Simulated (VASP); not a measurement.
```xyz
2
Lattice="0.0000 2.7905 2.7905 2.7905 0.0000 2.7905 2.7905 2.7905 0.0000" Properties=species:S:1:pos:R:3 pbc="T T T"
Mg     0.0000     0.0000     0.0000
Se     2.7905     2.7905     2.7905
```

Computed with optB86b-vdW, VASP's PBE PAW potentials (set 64) (plane waves; VASP 6.6.1). Numerical set-up: 520 eV cut-off, 8×8×8 Γ-centred mesh, Gaussian smearing of 0.050 eV, potentials Mg Se.

### Question
Give the stress tensor in GPa (positive for a compressed cell).

### Answer

```
-3.30   0.00   0.00
 0.00  -3.30   0.00
 0.00   0.00  -3.30
```
The pressure is its mean diagonal, -3.30 GPa.

The compound is MgSe in the rock salt structure. This cell is one point of a volume scan, at 1.06 of the reference volume.
